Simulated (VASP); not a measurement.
The system is GeBi3.

```
Bi Ge
1.0
     0.00000    3.86682    3.86682
     3.86682    0.00000    3.86682
     3.86682    3.86682    0.00000
Bi Ge
3 1
Direct
  0.50000 0.50000 0.50000
  0.75000 0.75000 0.75000
  0.25000 0.25000 0.25000
  0.00000 0.00000 0.00000
```

The cell comes from a database or a generator and needn't be the stable form of this composition.

- Program: VASP 6.6.1
- Task: single point
- Functional: PBE
- Potentials or basis: VASP PAW PBE potentials, release 64 (Bi_d, Ge_d)
- Cutoff: 520 eV
- k mesh: 6 × 6 × 6
- Occupations: fermi-dirac, width 0.05 eV
- Spin: no spin polarisation

On this cell: pressure 1.0 GPa; largest force zero by symmetry; band gap on the k mesh none (metal or under the smearing width).

The same run follows on a disturbed copy (atoms moved at random, drawn with an rms of 0.05 Å):

```
Bi Ge
1.0
     0.00000    3.86682    3.86682
     3.86682    0.00000    3.86682
     3.86682    3.86682    0.00000
Bi Ge
3 1
Direct
  0.49655 0.50368 0.49189
  0.74399 0.75313 0.75001
  0.24770 0.24955 0.25432
  0.99860 0.00251 0.99821
```

Problem. What does the disturbed cell give?

Solution. The energy (extrapolated to zero smearing) moves by -0.3 meV/atom; pressure 1.0 GPa; largest force 0.034 eV/Å; band gap on the k mesh none (metal or under the smearing width).

Forces on the atoms (eV/Å):
```
Bi   0.002  0.005  0.004
Bi   0.009  0.009 -0.011
Bi   0.010  0.001 -0.016
Ge  -0.021 -0.015  0.023
```

Stress tensor (GPa, compression positive):
```
1.04 0.00 0.21
0.00 1.00 0.01
0.21 0.01 1.06
```

Caveats: spin-orbit coupling is left out, which moves the levels of the heavy elements.
